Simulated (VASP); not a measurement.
An input for Quantum ESPRESSO's pw.x (written as the equivalent of a VASP run, and not itself run):

```
&CONTROL
  calculation = 'scf'
  pseudo_dir = './pseudo'
  outdir = './out'
  tprnfor = .true.
  tstress = .true.
/
&SYSTEM
  ibrav = 0
  nat = 2
  ntyp = 1
  ecutwfc = 84
  occupations = 'smearing'
  smearing = 'methfessel-paxton'
  degauss = 0.00735
  input_dft = 'pbe'
/
&ELECTRONS
  conv_thr = 7.3e-08
  electron_maxstep = 100
/
ATOMIC_SPECIES
  Zn 65.380 Zn.upf
CELL_PARAMETERS angstrom
     1.3553630   -2.3352460    0.0000000
     1.3553630    2.3352460    0.0000000
     0.0000000    0.0000000    4.8150170
ATOMIC_POSITIONS crystal
  Zn   0.3333330  0.6666670  0.2500000
  Zn   0.7004800  0.3671460  0.7500000
K_POINTS automatic
  15 15 8 0 0 0
```

Question: Translate this input to VASP (INCAR, KPOINTS, POSCAR, choice of POTCAR).

Answer: One answer among several that fit: 
### INCAR
```
SIGMA  =  0.1
PREC  =  Accurate
NELM  =  100
LCHARG  =  .False.
ENCUT  =  400
LWAVE  =  .False.
ALGO  =  Normal
LREAL  =  .False.
GGA  =  PE   # PBE
LASPH  =  .True.   # aspherical one-centre terms
SYSTEM  =  Zn
EDIFF  =  1E-6
ISMEAR  =  1
ISIF  =  2   # forces and stress, cell fixed
LMAXMIX  =  4   # l cut-off of mixed one-centre charges
```

### POSCAR
```
Zn
1
    1.3553630000    -2.3352460000     0.0000000000
    1.3553630000     2.3352460000     0.0000000000
    0.0000000000     0.0000000000     4.8150170000
Zn
2
Direct
  0.3333330000   0.6666670000   0.2500000000
  0.7004800000   0.3671460000   0.7500000000
```

**KPOINTS**
```
Automatic mesh
0
Gamma
15 15 8
0 0 0
```

POTCAR, in this order: Zn (PBE.64 set). Program: vasp_std.

What does not carry over: the potentials are each code's own (VASP's PAW set, PseudoDojo norm-conserving files in pw.x), so ENCUT and ecutwfc are chosen apart and not converted; conv_thr bounds pw.x's estimated SCF error, while EDIFF bounds the energy change between steps.

The compound is Zn in the hcp structure. The cell was not relaxed at this level, atoms are displaced from their ideal sites. The run is one of a series of settings (KPOINTS 15×15×8 Γ-centred mesh against the base run), some of them coarse on purpose.
